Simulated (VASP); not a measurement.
```yaml
crystal:
  lattice:
    - [3.92448, 0.00000, 0.00000]
    - [0.00000, 3.92448, 0.00000]
    - [0.00000, 0.00000, 3.92448]
  atoms:
    - { symbol: Ti, position: [0.00000, 0.00000, 0.00000] }
    - { symbol: Pt, position: [0.00000, 0.50000, 0.50000] }
    - { symbol: Pt, position: [0.50000, 0.00000, 0.50000] }
    - { symbol: Pt, position: [0.50000, 0.50000, 0.00000] }
```

Computed with r2SCAN meta-GGA with spin-orbit coupling, VASP's PBE PAW potentials (set 64) (plane waves; VASP). Settings: 400 eV cut-off, 7×7×7 Γ-centred mesh, Gaussian smearing of 0.050 eV, potentials Ti_sv Pt.

**Question.** Estimate the energy per atom (σ→0), band gap (over mesh and band path) with the smallest direct gap where there is one.

**Answer.** 
band gap (over mesh and band path): none (metal, semimetal or under 0.01 eV)
energy per atom (σ→0): -43.042 eV/atom

The absolute energy has meaning only against runs of the same code, potentials and settings.

The compound is Pt3Ti in the L1_2 structure. It was relaxed first.
